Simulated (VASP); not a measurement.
All values below come from HSE06 screened hybrid, VASP's PBE PAW potentials (set 64) (plane waves; VASP).

A VASP calculation is set up with these files.

### INCAR
```
SYSTEM  =  CrC31Si31
PREC  =  Normal; ENCUT  =  400; LREAL  =  Auto
LASPH  =  .TRUE.; ISYM  =  0
EDIFF  =  1E-5; NELM  =  50; NELMIN  =  4
ALGO  =  Normal; LMAXMIX  =  4
ISMEAR  =  0; SIGMA  =  0.05
GGA  =  PE; LHFCALC  =  .TRUE.; AEXX  =  0.25
HFSCREEN  =  0.2; PRECFOCK  =  Fast
ISIF  =  0
LWAVE  =  .FALSE.; LCHARG  =  .FALSE.
```

**POSCAR**
```
CrC31Si31
1
    8.7583314357     0.0000000000     0.0000000000
    0.0000000000     8.7583314357     0.0000000000
    0.0000000000     0.0000000000     8.7583314357
Si C Cr
31 31 1
Direct
  0.4987642322   0.0015430390   0.0012022535
  0.7497837486   0.2503528769   0.0000846961
  0.7497604444   0.0003188285   0.2498248769
  0.9996351639   0.0003267124   0.9999397661
  0.2491125051   0.2485041489   0.9989367717
  0.4993968733   0.5003409820   0.9981247363
  0.7514833107   0.7510034012   0.9990099940
  0.2492233126   0.9992882294   0.2482292637
  0.4936622792   0.2486769907   0.2483221385
  0.7542383372   0.5064684974   0.2460345632
  0.4994095467   0.9984888989   0.4998942416
  0.7563516657   0.2440124870   0.5069810870
  0.7516355672   0.9992859601   0.7509934740
  0.9989441126   0.5014455600   0.0006222446
  0.2503141749   0.7498912156   0.9997326274
  0.0002706534   0.2501130962   0.2497234085
  0.2494771702   0.4996929936   0.2478126466
  0.5004964721   0.7506211604   0.2480350207
  0.9993541405   0.0006321879   0.5011477105
  0.2501035133   0.2483461964   0.4993838884
  0.7514515829   0.7496457572   0.4996547956
  0.2503511630   0.0004797457   0.7496245917
  0.5002303204   0.2485526917   0.7501130469
  0.7513170694   0.5002081612   0.7494441587
  0.0004557272   0.7511109816   0.2482098831
  0.0015272091   0.5005207404   0.4998617104
  0.2515080024   0.7485791913   0.5035785794
  0.0006036965   0.2486057037   0.7509758650
  0.2518830086   0.5036904062   0.7479509868
  0.4965586146   0.7480343825   0.7475813163
  0.9993810857   0.7498829122   0.7495441145
  0.6246259970   0.1277598244   0.1273659026
  0.8736648808   0.3750055665   0.1265514554
  0.8741914241   0.1261714628   0.3743086669
  0.1243429735   0.1250889613   0.1247178411
  0.3751670969   0.3760586982   0.1233232865
  0.6240185141   0.6242860522   0.1238928601
  0.8746663586   0.8759355445   0.1248091909
  0.3754550887   0.1234976068   0.3754597640
  0.8764050272   0.6243983251   0.3753780842
  0.6241378437   0.1242104332   0.6240179039
  0.8759762430   0.3759269059   0.6239005646
  0.8747009751   0.1253686970   0.8756878816
  0.1242322684   0.6257691419   0.1241301090
  0.3745518871   0.8757042302   0.1242414875
  0.1256785504   0.3746662773   0.3743354914
  0.3703617290   0.6297365196   0.3686769234
  0.6255250455   0.8744206948   0.3744495037
  0.1242826807   0.1247142301   0.6253487327
  0.3713940510   0.3691224598   0.6284286824
  0.6303037381   0.6276205784   0.6271312650
  0.8752128084   0.8757406157   0.6252115673
  0.3746361370   0.1247297967   0.8755511456
  0.6255013139   0.3748627499   0.8739811040
  0.8751711978   0.6255488420   0.8753991908
  0.1236946950   0.8760592624   0.3760699229
  0.1235476973   0.6253378948   0.6250033392
  0.3747001917   0.8763626575   0.6250317571
  0.1236660781   0.3765525808   0.8757557163
  0.3747672791   0.6254174402   0.8757051727
  0.6234339021   0.8762823003   0.8758401692
  0.1246468594   0.8754096552   0.8748636617
  0.4880397639   0.5090718582   0.5061841985
```

**KPOINTS**
```
K-points
0
Gamma
 1 1 1
```

POTCAR, in this order: Si C Cr_pv (PBE.64 set). Program: vasp_gam. Read from the step before: WAVECAR.

The resulting files:

File OSZICAR:
```
       N       E                     dE             d eps       ncg     rms          rms(c)
DAV:   1    -0.544739420659E+03   -0.54474E+03   -0.10784E+01   324   0.858E+00    0.150E+01
DAV:   2    -0.545967305864E+03   -0.12279E+01   -0.99039E+00   422   0.641E+00    0.132E+01
DAV:   3    -0.547596504329E+03   -0.16292E+01   -0.24203E+01   390   0.183E+01    0.174E+01
DAV:   4    -0.558350009928E+03   -0.10754E+02   -0.13363E+02   390   0.253E+01    0.433E+01
DAV:   5    -0.588739149326E+03   -0.30389E+02   -0.37166E+02   358   0.143E+02    0.367E+01
DAV:   6    -0.546123351077E+03    0.42616E+02   -0.89387E+01   364   0.365E+01    0.315E+01
DAV:   7    -0.577354113185E+03   -0.31231E+02   -0.35553E+02   406   0.111E+02    0.322E+01
DAV:   8    -0.547718704780E+03    0.29635E+02   -0.58054E+01   412   0.333E+01    0.307E+01
DAV:   9    -0.574104710416E+03   -0.26386E+02   -0.22819E+02   390   0.103E+02    0.320E+01
DAV:  10    -0.552122119264E+03    0.21983E+02   -0.55303E+01   404   0.327E+01    0.377E+01
DAV:  11    -0.583220635128E+03   -0.31099E+02   -0.41989E+02   392   0.136E+02    0.350E+01
DAV:  12    -0.545548294382E+03    0.37672E+02   -0.80960E+01   420   0.357E+01    0.298E+01
DAV:  13    -0.574265431590E+03   -0.28717E+02   -0.28606E+02   414   0.102E+02    0.315E+01
DAV:  14    -0.549101179940E+03    0.25164E+02   -0.54566E+01   406   0.330E+01    0.350E+01
DAV:  15    -0.579171815539E+03   -0.30071E+02   -0.39085E+02   406   0.122E+02    0.336E+01
DAV:  16    -0.546483497681E+03    0.32688E+02   -0.72080E+01   428   0.348E+01    0.313E+01
DAV:  17    -0.575570410663E+03   -0.29087E+02   -0.32033E+02   414   0.109E+02    0.320E+01
DAV:  18    -0.548190780557E+03    0.27380E+02   -0.59245E+01   420   0.335E+01    0.320E+01
DAV:  19    -0.575840089259E+03   -0.27649E+02   -0.30781E+02   406   0.110E+02    0.323E+01
DAV:  20    -0.549118224835E+03    0.26722E+02   -0.60588E+01   422   0.334E+01    0.339E+01
DAV:  21    -0.577844265408E+03   -0.28726E+02   -0.34072E+02   398   0.118E+02    0.332E+01
DAV:  22    -0.547913921265E+03    0.29930E+02   -0.70435E+01   420   0.344E+01    0.328E+01
DAV:  23    -0.577316806765E+03   -0.29403E+02   -0.36061E+02   406   0.116E+02    0.326E+01
DAV:  24    -0.547214190240E+03    0.30103E+02   -0.62903E+01   438   0.339E+01    0.311E+01
DAV:  25    -0.574948937701E+03   -0.27735E+02   -0.27394E+02   398   0.106E+02    0.321E+01
DAV:  26    -0.550051926310E+03    0.24897E+02   -0.59608E+01   420   0.334E+01    0.350E+01
DAV:  27    -0.579513817772E+03   -0.29462E+02   -0.36836E+02   390   0.125E+02    0.337E+01
DAV:  28    -0.546878671966E+03    0.32635E+02   -0.72385E+01   428   0.348E+01    0.320E+01
DAV:  29    -0.580324607964E+03   -0.33446E+02   -0.40368E+02   430   0.112E+02    0.338E+01
DAV:  30    -0.299570567436E+04   -0.24154E+04   -0.15232E+03   608   0.383E+01    0.123E+02
DAV:  31    -0.440205284948E+04   -0.14063E+04   -0.27025E+04   486   0.466E+02    0.128E+02
DAV:  32    -0.327197187758E+04    0.11301E+04   -0.71309E+03   584   0.110E+02    0.620E+01
DAV:  33    -0.313552511479E+04    0.13645E+03   -0.18604E+03   422   0.201E+02    0.499E+01
DAV:  34    -0.340972560729E+04   -0.27420E+03   -0.13597E+03   398   0.137E+02    0.422E+01
DAV:  35    -0.728825721278E+04   -0.38785E+04   -0.31337E+03   400   0.139E+02    0.397E+01
DAV:  36    -0.604935207596E+04    0.12389E+04   -0.45317E+03   372   0.127E+02    0.408E+01
DAV:  37    -0.127815162621E+05   -0.67322E+04   -0.70373E+03   454   0.213E+02    0.197E+02
DAV:  38    -0.130242009888E+05   -0.24268E+03   -0.67253E+03   414   0.388E+02    0.783E+01
DAV:  39    -0.183525114618E+05   -0.53283E+04   -0.12390E+04   374   0.296E+02    0.107E+02
DAV:  40    -0.691733964813E+05   -0.50821E+05   -0.71769E+04   406   0.392E+02    0.116E+02
DAV:  41    -0.438928845830E+06   -0.36976E+06   -0.31116E+06   500   0.290E+02    0.257E+02
DAV:  42    -0.580611492779E+06   -0.14168E+06   -0.54401E+06   364   0.870E+02    0.148E+02
DAV:  43    -0.199958751792E+07   -0.14190E+07   -0.18451E+07   404   0.336E+02    0.207E+02
DAV:  44    -0.233881485691E+05    0.19762E+07   -0.16028E+04   364   0.245E+02    0.139E+02
DAV:  45    -0.142838958797E+07   -0.14050E+07   -0.12480E+07   558   0.410E+02    0.232E+03
DAV:  46    -0.804022792316E+06    0.62437E+06   -0.52495E+06   358   0.427E+03    0.506E+02
DAV:  47    -0.297906125357E+05    0.77423E+06   -0.22632E+04   404   0.643E+02    0.664E+02
DAV:  48    -0.229915677361E+06   -0.20013E+06   -0.12896E+06   404   0.364E+02    0.438E+02
DAV:  49    -0.114285230375E+06    0.11563E+06   -0.45808E+05   380   0.253E+02    0.350E+02
DAV:  50    -0.749881263328E+07   -0.73845E+07   -0.73085E+07   576   0.351E+02
```

### OUTCAR
```
------------------------ aborting loop EDIFF was not reached (unconverged)  ----------------------------

  exchange ACFDT corr.  =         0.00000000  see jH, gK, PRB 81, 115126
```
(Selected blocks of OUTCAR.)

### stdout
```
...
DAV:  46    -0.804022792316E+06    0.62437E+06   -0.52495E+06   358   0.427E+03    0.506E+02
DAV:  47    -0.297906125357E+05    0.77423E+06   -0.22632E+04   404   0.643E+02    0.664E+02
DAV:  48    -0.229915677361E+06   -0.20013E+06   -0.12896E+06   404   0.364E+02    0.438E+02
DAV:  49    -0.114285230375E+06    0.11563E+06   -0.45808E+05   380   0.253E+02    0.350E+02
DAV:  50    -0.749881263328E+07   -0.73845E+07   -0.73085E+07   576   0.351E+02

 -----------------------------------------------------------------------------
|                                                                             |
|           W    W    AA    RRRRR   N    N  II  N    N   GGGG   !!!           |
|           W    W   A  A   R    R  NN   N  II  NN   N  G    G  !!!           |
|           W    W  A    A  R    R  N N  N  II  N N  N  G       !!!           |
|           W WW W  AAAAAA  RRRRR   N  N N  II  N  N N  G  GGG   !            |
|           WW  WW  A    A  R   R   N   NN  II  N   NN  G    G                |
|           W    W  A    A  R    R  N    N  II  N    N   GGGG   !!!           |
|                                                                             |
|     The electronic self-consistency was not achieved in the given           |
|     number of steps (NELM). The forces and other quantities evaluated       |
|     might not be reliable so examine the results carefully. If you find     |
|     spurious results, we suggest increasing NELM, if you were close to      |
|     convergence or switching to a different ALGO or adjusting the           |
|     density mixing parameters otherwise.                                    |
|                                                                             |
 -----------------------------------------------------------------------------

 -----------------------------------------------------------------------------
|                                                                             |
|     EEEEEEE  RRRRRR   RRRRRR   OOOOOOO  RRRRRR      ###     ###     ###     |
|     E        R     R  R     R  O     O  R     R     ###     ###     ###     |
|     E        R     R  R     R  O     O  R     R     ###     ###     ###     |
|     EEEEE    RRRRRR   RRRRRR   O     O  RRRRRR       #       #       #      |
|     E        R   R    R   R    O     O  R   R                               |
|     E        R    R   R    R   O     O  R    R      ###     ###     ###     |
|     EEEEEEE  R     R  R     R  OOOOOOO  R     R     ###     ###     ###     |
|                                                                             |
|     ERROR FEXCP: supplied Exchange-correletion table                        |
|      is too small, maximal index : 3922                                     |
|                                                                             |
|       ---->  I REFUSE TO CONTINUE WITH THIS SICK JOB ... BYE!!! <----       |
|                                                                             |
 -----------------------------------------------------------------------------
```

VASP stops with an error: ERROR FEXCP: supplied Exchange-correletion table is too small, maximal index : 3922 ----> I REFUSE TO CONTINUE WITH THIS SICK JOB ... BYE!!! <----

The supercell is sampled at Γ alone, which is coarse: total energies, pressure and levels can be off, energies of defects by several tenths of an eV.

The cell is a supercell with a defect, built from SiC (zinc blende): Cr_Si-vac_C. The cell's shape comes from a PBE relaxation. The run is not spin-polarised, so no magnetic state was tried. The run is not spin-polarised, so no state with unpaired spins was tried.
